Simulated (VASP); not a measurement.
Level of theory: PBEsol GGA, VASP's PBE PAW potentials (set 64) (plane waves; VASP 6.6.1).

A VASP calculation is set up with these files.

### POSCAR
```
ZnSe
1.0
  0.0000000000   2.8176410593   2.8176410593
  2.8176410593   0.0000000000   2.8176410593
  2.8176410593   2.8176410593   0.0000000000
Zn Se
1 1
Cartesian
  1.4088205297   1.4088205297   1.4088205297
  0.0000000000   0.0000000000   0.0000000000
```

File KPOINTS:
```
Automatic mesh
0
Gamma
15 15 15
0 0 0
```

**INCAR**
```
LCHARG  =  .False.
NBANDS  =  39
LWAVE  =  .False.
PREC  =  Accurate
EDIFF  =  1E-7   ! SCF stop (eV)
ALGO  =  Normal   ! blocked Davidson
ENCUT  =  400   ! plane-wave cut-off (eV)
LREAL  =  .False.   ! projection in real space or not
NEDOS  =  1001
LOPTICS  =  .True.
SYSTEM  =  ZnSe
CSHIFT  =  0.1
GGA  =  PS
LMAXMIX  =  4   ! l cut-off of mixed one-centre charges
NELM  =  100   ! most electronic steps
ISMEAR  =  0
LASPH  =  .True.
SIGMA  =  0.01   ! width (eV)
```

POTCAR, in this order: Zn Se (PBE.64 set). Program: vasp_std.

Question: What does the run give for the energy per atom (σ→0), band gap (on the k-mesh)?

Answer: 
```yaml
energy per atom (σ→0): -3.386 eV/atom
band gap (on the k-mesh): 1.24 eV
```

File OSZICAR:
```
...
DAV:   8    -0.677239648459E+01    0.36510E-02   -0.25990E-03 11827   0.528E-01    0.356E-01
DAV:   9    -0.677217925809E+01    0.21723E-03   -0.10414E-03 10767   0.111E-01    0.491E-02
DAV:  10    -0.677220168614E+01   -0.22428E-04   -0.50595E-05 11303   0.307E-02    0.335E-02
DAV:  11    -0.677221923289E+01   -0.17547E-04   -0.94873E-06 10723   0.106E-02    0.184E-02
DAV:  12    -0.677221957694E+01   -0.34406E-06   -0.23043E-07 10936   0.195E-03    0.222E-03
DAV:  13    -0.677221967414E+01   -0.97196E-07   -0.12720E-07 10871   0.136E-03
   1 F= -.67722197E+01 E0= -.67722197E+01  d E =-.146441E-12
 imaginary and real dielectric function
```

The structure comes from a measured ZnSe entry (F-43m) of the Crystallography Open Database, whose conditions weren't checked. It was relaxed first, which changed the volume by -7 %.
